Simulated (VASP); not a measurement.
OSZICAR of a VASP run on BaAlGeH (space group P3m1):

OSZICAR:
```
...
DAV:   6    -0.537453192551E+02    0.38378E+01   -0.12893E+00   874   0.100E+01    0.364E+00
DAV:   7    -0.516406565178E+02    0.21047E+01   -0.14374E+00   662   0.986E+00    0.881E-01
DAV:   8    -0.527433141970E+02   -0.11027E+01   -0.92842E-01   678   0.727E+00    0.653E-01
DAV:   9    -0.528941593833E+02   -0.15085E+00   -0.23156E-01   656   0.328E+00    0.377E-01
DAV:  10    -0.528956501484E+02   -0.14908E-02   -0.52759E-02   654   0.160E+00    0.264E-01
DAV:  11    -0.528899491342E+02    0.57010E-02   -0.14776E-02   676   0.115E+00    0.823E-02
DAV:  12    -0.529083430020E+02   -0.18394E-01   -0.91678E-03   648   0.911E-01    0.345E-02
DAV:  13    -0.529087645283E+02   -0.42153E-03   -0.59611E-04   894   0.222E-01    0.249E-02
DAV:  14    -0.529087824003E+02   -0.17872E-04   -0.48149E-05   770   0.499E-02    0.156E-02
DAV:  15    -0.529087109219E+02    0.71478E-04   -0.23877E-04   650   0.121E-01    0.140E-02
DAV:  16    -0.529088023504E+02   -0.91429E-04   -0.81581E-05   644   0.715E-02    0.657E-03
DAV:  17    -0.529087950658E+02    0.72847E-05   -0.78237E-06   742   0.262E-02    0.432E-03
DAV:  18    -0.529087999112E+02   -0.48455E-05   -0.10201E-05   642   0.215E-02    0.242E-03
DAV:  19    -0.529087928122E+02    0.70990E-05   -0.16418E-06   518   0.118E-02    0.921E-04
DAV:  20    -0.529087948076E+02   -0.19954E-05   -0.24684E-07   354   0.532E-03    0.785E-04
DAV:  21    -0.529087939830E+02    0.82457E-06   -0.75583E-08   344   0.260E-03
   1 F= -.52908794E+02 E0= -.52908794E+02  d E =-.529088E+02
       N       E                     dE             d eps       ncg     rms          rms(c)
DAV:   1    -0.531092772165E+02   -0.20048E+00   -0.39256E+00   678   0.273E+01    0.243E+00
DAV:   2    -0.529757991096E+02    0.13348E+00   -0.28580E-01   806   0.694E+00    0.127E+00
DAV:   3    -0.529271912475E+02    0.48608E-01   -0.10324E-01   808   0.380E+00    0.302E-01
DAV:   4    -0.529281251147E+02   -0.93387E-03   -0.26956E-02   770   0.158E+00    0.164E-01
DAV:   5    -0.529284963662E+02   -0.37125E-03   -0.86338E-03   624   0.689E-01    0.118E-01
DAV:   6    -0.529290593549E+02   -0.56299E-03   -0.14784E-03   670   0.391E-01    0.397E-02
DAV:   7    -0.529292082755E+02   -0.14892E-03   -0.37820E-04   738   0.210E-01    0.119E-02
DAV:   8    -0.529291363632E+02    0.71912E-04   -0.70411E-05   646   0.734E-02    0.886E-03
DAV:   9    -0.529291497136E+02   -0.13350E-04   -0.25530E-05   870   0.363E-02    0.305E-03
DAV:  10    -0.529291518344E+02   -0.21207E-05   -0.41053E-06   532   0.173E-02    0.184E-03
DAV:  11    -0.529291515172E+02    0.31720E-06   -0.93786E-07   482   0.627E-03
   2 F= -.52929152E+02 E0= -.52929152E+02  d E =-.203575E-01
       N       E                     dE             d eps       ncg     rms          rms(c)
DAV:   1    -0.529509893701E+02   -0.21838E-01   -0.44387E-01   678   0.892E+00    0.825E-01
DAV:   2    -0.529355109720E+02    0.15478E-01   -0.32716E-02   806   0.237E+00    0.428E-01
DAV:   3    -0.529299299204E+02    0.55811E-02   -0.11646E-02   808   0.127E+00    0.105E-01
DAV:   4    -0.529300868102E+02   -0.15689E-03   -0.30609E-03   756   0.530E-01    0.565E-02
DAV:   5    -0.529300886279E+02   -0.18177E-05   -0.99471E-04   626   0.231E-01    0.412E-02
DAV:   6    -0.529301705699E+02   -0.81942E-04   -0.17339E-04   668   0.131E-01    0.133E-02
DAV:   7    -0.529301826573E+02   -0.12087E-04   -0.44775E-05   754   0.707E-02    0.405E-03
DAV:   8    -0.529301779293E+02    0.47280E-05   -0.72658E-06   518   0.233E-02    0.300E-03
DAV:   9    -0.529301795434E+02   -0.16141E-05   -0.27675E-06   654   0.113E-02    0.104E-03
DAV:  10    -0.529301802503E+02   -0.70694E-06   -0.53076E-07   340   0.625E-03
   3 F= -.52930180E+02 E0= -.52930180E+02  d E =-.213863E-01
       N       E                     dE             d eps       ncg     rms          rms(c)
DAV:   1    -0.529528215974E+02   -0.22642E-01   -0.64508E-01   626   0.683E+00    0.734E-01
DAV:   2    -0.529426418756E+02    0.10180E-01   -0.14925E-02   828   0.111E+00    0.450E-01
DAV:   3    -0.529382610656E+02    0.43808E-02   -0.13444E-02   794   0.891E-01    0.569E-02
DAV:   4    -0.529385838303E+02   -0.32276E-03   -0.15439E-03   694   0.354E-01    0.365E-02
DAV:   5    -0.529386574523E+02   -0.73622E-04   -0.42495E-04   640   0.174E-01    0.210E-02
DAV:   6    -0.529386242533E+02    0.33199E-04   -0.27125E-04   640   0.129E-01    0.768E-03
DAV:   7    -0.529386028180E+02    0.21435E-04   -0.33134E-05   702   0.434E-02    0.272E-03
DAV:   8    -0.529386022286E+02    0.58937E-06   -0.69577E-06   750   0.197E-02
   4 F= -.52938602E+02 E0= -.52938602E+02  d E =-.842198E-02
       N       E                     dE             d eps       ncg     rms          rms(c)
DAV:   1    -0.529560414405E+02   -0.17439E-01   -0.63983E-01   628   0.680E+00    0.731E-01
DAV:   2    -0.529459090553E+02    0.10132E-01   -0.14884E-02   838   0.111E+00    0.448E-01
DAV:   3    -0.529415639086E+02    0.43451E-02   -0.13296E-02   788   0.888E-01    0.569E-02
DAV:   4    -0.529418655725E+02   -0.30166E-03   -0.15467E-03   662   0.355E-01    0.365E-02
DAV:   5    -0.529419524652E+02   -0.86893E-04   -0.42958E-04   640   0.173E-01    0.211E-02
DAV:   6    -0.529419025023E+02    0.49963E-04   -0.27552E-04   644   0.130E-01    0.807E-03
DAV:   7    -0.529418773906E+02    0.25112E-04   -0.34485E-05   700   0.444E-02    0.272E-03
DAV:   8    -0.529418765125E+02    0.87810E-06   -0.74884E-06   762   0.206E-02
   5 F= -.52941877E+02 E0= -.52941877E+02  d E =-.116963E-01
       N       E                     dE             d eps       ncg     rms          rms(c)
DAV:   1    -0.529420815109E+02   -0.20412E-03   -0.75472E-03   632   0.737E-01    0.796E-02
DAV:   2    -0.529419592647E+02    0.12225E-03   -0.17707E-04   842   0.129E-01    0.488E-02
DAV:   3    -0.529419195037E+02    0.39761E-04   -0.15530E-04   790   0.106E-01    0.603E-03
DAV:   4    -0.529419135673E+02    0.59364E-05   -0.19556E-05   666   0.426E-02    0.405E-03
DAV:   5    -0.529419214790E+02   -0.79117E-05   -0.56057E-06   640   0.201E-02    0.230E-03
DAV:   6    -0.529419133423E+02    0.81367E-05   -0.34886E-06   508   0.154E-02    0.989E-04
DAV:   7    -0.529419146238E+02   -0.12815E-05   -0.44477E-07   372   0.531E-03    0.279E-04
DAV:   8    -0.529419141040E+02    0.51978E-06   -0.10390E-07   336   0.252E-03
   6 F= -.52941914E+02 E0= -.52941914E+02  d E =-.117339E-01
       N       E                     dE             d eps       ncg     rms          rms(c)
DAV:   1    -0.529429533318E+02   -0.10387E-02   -0.64665E-02   648   0.239E+00    0.183E-01
DAV:   2    -0.529427136430E+02    0.23969E-03   -0.31839E-03   828   0.632E-01    0.961E-02
DAV:   3    -0.529424710212E+02    0.24262E-03   -0.72698E-04   824   0.284E-01    0.262E-02
DAV:   4    -0.529425238444E+02   -0.52823E-04   -0.18021E-04   660   0.106E-01    0.136E-02
DAV:   5    -0.529425280497E+02   -0.42053E-05   -0.23557E-05   668   0.412E-02    0.866E-03
DAV:   6    -0.529425262015E+02    0.18482E-05   -0.85616E-06   646   0.261E-02    0.272E-03
DAV:   7    -0.529425291708E+02   -0.29693E-05   -0.38298E-06   684   0.179E-02    0.731E-04
DAV:   8    -0.529425288140E+02    0.35685E-06   -0.77369E-07   448   0.778E-03
   7 F= -.52942529E+02 E0= -.52942529E+02  d E =-.614710E-03
       N       E                     dE             d eps       ncg     rms          rms(c)
DAV:   1    -0.529430210558E+02   -0.49189E-03   -0.44740E-02   648   0.199E+00    0.152E-01
DAV:   2    -0.529428591397E+02    0.16192E-03   -0.22102E-03   834   0.526E-01    0.799E-02
DAV:   3    -0.529426918502E+02    0.16729E-03   -0.50364E-04   806   0.236E-01    0.218E-02
DAV:   4    -0.529427287246E+02   -0.36874E-04   -0.12614E-04   646   0.886E-02    0.113E-02
DAV:   5    -0.529427316106E+02   -0.28860E-05   -0.16486E-05   666   0.343E-02    0.722E-03
DAV:   6    -0.529427304007E+02    0.12099E-05   -0.58887E-06   672   0.217E-02    0.227E-03
DAV:   7    -0.529427323329E+02   -0.19322E-05   -0.25918E-06   636   0.147E-02    0.609E-04
DAV:   8    -0.529427321296E+02    0.20330E-06   -0.53031E-07   378   0.652E-03
   8 F= -.52942732E+02 E0= -.52942732E+02  d E =-.818026E-03
       N       E                     dE             d eps       ncg     rms          rms(c)
DAV:   1    -0.529442057638E+02   -0.14734E-02   -0.75395E-02   646   0.293E+00    0.236E-01
DAV:   2    -0.529433994416E+02    0.80632E-03   -0.39598E-03   818   0.754E-01    0.121E-01
DAV:   3    -0.529429555906E+02    0.44385E-03   -0.11005E-03   890   0.374E-01    0.308E-02
DAV:   4    -0.529430214901E+02   -0.65899E-04   -0.24122E-04   702   0.134E-01    0.184E-02
DAV:   5    -0.529430186533E+02    0.28369E-05   -0.29919E-05   650   0.452E-02    0.115E-02
DAV:   6    -0.529430227997E+02   -0.41465E-05   -0.97550E-06   664   0.286E-02    0.392E-03
DAV:   7    -0.529430203877E+02    0.24120E-05   -0.63217E-06   658   0.227E-02    0.942E-04
DAV:   8    -0.529430220569E+02   -0.16692E-05   -0.92340E-07   498   0.779E-03    0.679E-04
DAV:   9    -0.529430217951E+02    0.26183E-06   -0.11993E-07   330   0.265E-03
   9 F= -.52943022E+02 E0= -.52943022E+02  d E =-.289666E-03
       N       E                     dE             d eps       ncg     rms          rms(c)
DAV:   1    -0.529431017609E+02   -0.79704E-04   -0.45694E-03   648   0.718E-01    0.580E-02
DAV:   2    -0.529430506173E+02    0.51144E-04   -0.23941E-04   834   0.186E-01    0.297E-02
DAV:   3    -0.529430221582E+02    0.28459E-04   -0.66036E-05   892   0.916E-02    0.763E-03
DAV:   4    -0.529430266855E+02   -0.45273E-05   -0.13837E-05   700   0.322E-02    0.454E-03
DAV:   5    -0.529430259331E+02    0.75246E-06   -0.16729E-06   500   0.109E-02
  10 F= -.52943026E+02 E0= -.52943026E+02  d E =-.293803E-03
```

Question: Which electronic solver shows in the log?

Answer: It is blocked Davidson (ALGO = Normal, or the opening steps of other solvers). The INCAR had ALGO = Normal.

Question: Can the final energy be trusted as converged?

Answer: Self-consistency was reached. It stopped with EDIFF = 1E-6, NELM = 100, NSW = 60 and EDIFFG = -0.02 after 10 ionic steps (r2SCAN meta-GGA, plane waves, VASP's PBE PAW potentials (set 64)). Energy and stress use the plane-wave basis of the starting cell.

The structure comes from a computed database's BaAlGeH entry (P3m1); how it stands against other phases isn't given here. This run relaxes it. Symmetry was kept, so distortions that lower it aren't found. The start is the result of an earlier pass.
